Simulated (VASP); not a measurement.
Output of a VASP run:

**OUTCAR**
```
 ion  position               nearest neighbor table
   1  0.000  0.000  0.000-   2 2.02   2 2.02   2 2.02   2 2.02   2 2.02   2 2.02
   2  0.500  0.500  0.500-   1 2.02   1 2.02   1 2.02   1 2.02   1 2.02   1 2.02
  LATTYP: Found a face centered cubic cell.
 ALAT       =     4.0300000000
 Subroutine PRICEL returns:
 Original cell was already a primitive cell.
 Subroutine GETGRP returns: Found 48 space group operations
The static configuration has the point symmetry O_h .
The dynamic configuration has the point symmetry O_h .
 Subroutine INISYM returns: Found 48 space group operations
 Subroutine IBZKPT returns following result:
 Found     47 irreducible k-points:

 Following reciprocal coordinates:
            Coordinates               Weight
  0.000000  0.000000  0.000000      1.000000
  0.100000  0.000000  0.000000      8.000000
  0.200000  0.000000  0.000000      8.000000
  0.300000  0.000000  0.000000      8.000000
  0.400000  0.000000  0.000000      8.000000
  0.500000  0.000000  0.000000      4.000000
  0.100000  0.100000  0.000000      6.000000
  0.200000  0.100000  0.000000     24.000000
  0.300000  0.100000  0.000000     24.000000
  0.400000  0.100000  0.000000     24.000000
  0.500000  0.100000  0.000000     24.000000
 -0.400000  0.100000  0.000000     24.000000
 -0.300000  0.100000  0.000000     24.000000
 -0.200000  0.100000  0.000000     24.000000
 -0.100000  0.100000  0.000000     12.000000
  0.200000  0.200000  0.000000      6.000000
  0.300000  0.200000  0.000000     24.000000
  0.400000  0.200000  0.000000     24.000000
  0.500000  0.200000  0.000000     24.000000
 -0.400000  0.200000  0.000000     24.000000
 -0.300000  0.200000  0.000000     24.000000
 -0.200000  0.200000  0.000000     12.000000
  0.300000  0.300000  0.000000      6.000000
  0.400000  0.300000  0.000000     24.000000
  0.500000  0.300000  0.000000     24.000000
 -0.400000  0.300000  0.000000     24.000000
 -0.300000  0.300000  0.000000     12.000000
  0.400000  0.400000  0.000000      6.000000
  0.500000  0.400000  0.000000     24.000000
 -0.400000  0.400000  0.000000     12.000000
  0.500000  0.500000  0.000000      3.000000
  0.300000  0.200000  0.100000     24.000000
  0.400000  0.200000  0.100000     48.000000
  0.500000  0.200000  0.100000     48.000000
 -0.400000  0.200000  0.100000     24.000000
  0.400000  0.300000  0.100000     24.000000
  0.500000  0.300000  0.100000     48.000000
 -0.400000  0.300000  0.100000     48.000000
 -0.300000  0.300000  0.100000     48.000000
 -0.200000  0.300000  0.100000     24.000000
   k-points           NKPTS =     47   k-points in BZ     NKDIM =     47   number of bands    NBANDS=      9
   number of dos      NEDOS =    301   number of ions     NIONS =      2
   total plane-waves  NPLWV =  13824
   dimension x,y,z NGX =    24 NGY =   24 NGZ =   24
   dimension x,y,z NGXF=    48 NGYF=   48 NGZF=   48
   ions per type =               1   1
   PREC   = accura    normal or accurate (medium, high low for compatibility)
   ISTART =      0    job   : 0-new  1-cont  2-samecut
   ICHARG =      2    charge: 1-file 2-atom 10-const
   ISPIN  =      1    spin polarized calculation?
   LNONCOLLINEAR =      F non collinear calculations
   LSORBIT =      F    spin-orbit coupling
   INIWAV =      1    electr: 0-lowe 1-rand  2-diag
   ENCUT  =  520.0 eV  38.22 Ry    6.18 a.u.   5.30  5.30  5.30*2*pi/ulx,y,z
   NELM   =    100;   NELMIN=  2; NELMDL= -5     # of ELM steps
   EDIFF  = 0.1E-05   stopping-criterion for ELM
   LREAL  =      F    real-space projection
   NLSPLINE    = F    spline interpolate recip. space projectors
   LMAXMIX     =    2 max onsite mixed and CHGCAR
   VOSKOWN=      0    Vosko Wilk Nusair interpolation
   EDIFFG = -.1E-01   stopping-criterion for IOM
   NSW    =     60    number of steps for IOM
   NBLOCK =      1;   KBLOCK =     60    inner block; outer block
   IBRION =      2    ionic relax: 0-MD 1-quasi-New 2-CG
...
```

File OSZICAR:
```
       N       E                     dE             d eps       ncg     rms          rms(c)
DAV:   1     0.312066718359E+02    0.31207E+02   -0.56239E+03   871   0.112E+03
DAV:   2    -0.916111298489E+01   -0.40368E+02   -0.39813E+02   915   0.208E+02
DAV:   3    -0.101364808192E+02   -0.97537E+00   -0.97348E+00  1095   0.308E+01
DAV:   4    -0.101484692683E+02   -0.11988E-01   -0.11984E-01  1079   0.349E+00
DAV:   5    -0.101485539538E+02   -0.84685E-04   -0.84685E-04  1149   0.196E-01    0.454E+00
DAV:   6    -0.962665191704E+01    0.52190E+00   -0.28068E+00   862   0.131E+01    0.140E+00
DAV:   7    -0.963085956792E+01   -0.42077E-02   -0.19264E-02  1155   0.156E+00    0.855E-01
DAV:   8    -0.963770054889E+01   -0.68410E-02   -0.16303E-02  1174   0.167E+00    0.993E-02
DAV:   9    -0.963779123731E+01   -0.90688E-04   -0.80128E-04   927   0.310E-01    0.413E-02
DAV:  10    -0.963785650546E+01   -0.65268E-04   -0.14815E-04   959   0.115E-01    0.566E-03
DAV:  11    -0.963785914625E+01   -0.26408E-05   -0.20196E-06  1186   0.191E-02    0.229E-03
DAV:  12    -0.963785908150E+01    0.64750E-07   -0.48701E-07   880   0.844E-03
   1 F= -.96378591E+01 E0= -.96378591E+01  d E =-.963786E+01
       N       E                     dE             d eps       ncg     rms          rms(c)
DAV:   1    -0.965076972773E+01   -0.12911E-01   -0.23062E-01   847   0.495E+00    0.882E-01
DAV:   2    -0.963953459392E+01    0.11235E-01   -0.63972E-02   869   0.209E+00    0.165E-01
DAV:   3    -0.963929486240E+01    0.23973E-03   -0.34807E-04  1170   0.232E-01    0.936E-02
DAV:   4    -0.963917520284E+01    0.11966E-03   -0.13264E-04  1320   0.115E-01    0.577E-03
DAV:   5    -0.963917409435E+01    0.11085E-05   -0.48568E-06   815   0.242E-02    0.193E-03
DAV:   6    -0.963917487221E+01   -0.77786E-06   -0.39184E-07   453   0.653E-03
   2 F= -.96391749E+01 E0= -.96391749E+01  d E =-.131579E-02
       N       E                     dE             d eps       ncg     rms          rms(c)
DAV:   1    -0.964462740019E+01   -0.54533E-02   -0.10203E-01   847   0.329E+00    0.587E-01
DAV:   2    -0.963965723456E+01    0.49702E-02   -0.28560E-02   868   0.140E+00    0.109E-01
DAV:   3    -0.963955080393E+01    0.10643E-03   -0.15726E-04  1169   0.156E-01    0.624E-02
DAV:   4    -0.963949633205E+01    0.54472E-04   -0.58812E-05  1336   0.769E-02    0.390E-03
DAV:   5    -0.963949554987E+01    0.78218E-06   -0.21630E-06   733   0.161E-02
   3 F= -.96394955E+01 E0= -.96394955E+01  d E =-.163647E-02
```

### OUTCAR
```
------------------------ aborting loop because EDIFF is reached ----------------------------------------
  FORCE on cell =-STRESS in cart. coord.  units (eV):
  Direction    XX          YY          ZZ          XY          YZ          ZX
  --------------------------------------------------------------------------------------
  Total        0.0149793      0.0149793      0.0149793      0.0000000     -0.0000000     -0.0000000
  in kB        1.4392418      1.4392418      1.4392418      0.0000000     -0.0000000     -0.0000000
  external PRESSURE =       1.4392418 kB  Pullay stress =       0.0000000 kB
  volume of cell :       16.68
      direct lattice vectors                 reciprocal lattice vectors
     0.000000000  2.027743114  2.027743114    -0.246579558  0.246579558  0.246579558
     2.027743114  0.000000000  2.027743114     0.246579558 -0.246579558  0.246579558
     2.027743114  2.027743114  0.000000000     0.246579558  0.246579558 -0.246579558
  FREE ENERGIE OF THE ION-ELECTRON SYSTEM (eV)
  ---------------------------------------------------
  free  energy   TOTEN  =        -9.6394955499 eV

  energy  without entropy=       -9.6394955499  energy(sigma->0) =       -9.63949555

 reached required accuracy - stopping structural energy minimisation
```
(Selected blocks of OUTCAR.)

File POSCAR:
```
LiF
1
    0.0000000000     2.0150000000     2.0150000000
    2.0150000000     0.0000000000     2.0150000000
    2.0150000000     2.0150000000     0.0000000000
Li F
1 1
Direct
  0.0000000000   0.0000000000   0.0000000000
  0.5000000000   0.5000000000   0.5000000000
```

Task: Reconstruct the remaining input files.

Result: Several could match; the one computed here: the input of the run itself, PBE GGA, plane waves, VASP's PBE PAW potentials (set 64).

INCAR:
```
# general
SYSTEM = LiF
PREC   = Accurate
ENCUT  = 520
LREAL  = .FALSE.
LASPH  = .TRUE.

# electronic loop
EDIFF  = 1E-6
NELM   = 100
ALGO   = Normal

# smearing
ISMEAR = 0
SIGMA  = 0.05

# functional
GGA    = PE

# ions
IBRION = 2
NSW    = 60
ISIF   = 3
EDIFFG = -0.01

# output
LWAVE  = .FALSE.
LCHARG = .FALSE.
```

KPOINTS:
```
Automatic
0
G
 10 10 10
0 0 0
```

POTCAR, in this order: Li_sv F (PBE.64 set). Program: vasp_std.

The compound is LiF in the rock salt structure. This run relaxes it. Symmetry was kept, so distortions that lower it aren't found.
